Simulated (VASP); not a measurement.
Energy against volume of Ni (fcc). Method: revPBE GGA, VASP's PBE PAW potentials (set 64) (plane waves; VASP). Run with 520 eV cut-off, 18×18×18 Γ-centred mesh, first-order Methfessel-Paxton smearing of 0.10 eV, potentials Ni.

| V (Å³/atom) | E (eV/atom) |
|---|---|
| 10.772 | -5.05704 |
| 11.105 | -5.06338 |
| 11.438 | -5.05821 |
| 11.771 | -5.04342 |

### Question
Fit these four points and predict the energy of the run at 10.439 Å³/atom.

### Answer
A cubic in V^(−2/3), the third-order Birch-Murnaghan form, passes through the four points with V0 = 11.11 Å³/atom and B0 = 184 GPa, and gives -5.0369 eV/atom there. The run gave -5.0370 eV/atom, -0.1 meV/atom from the fit; all five points give B0 = 183 GPa.

The compound is Ni in the fcc structure. It was relaxed first.
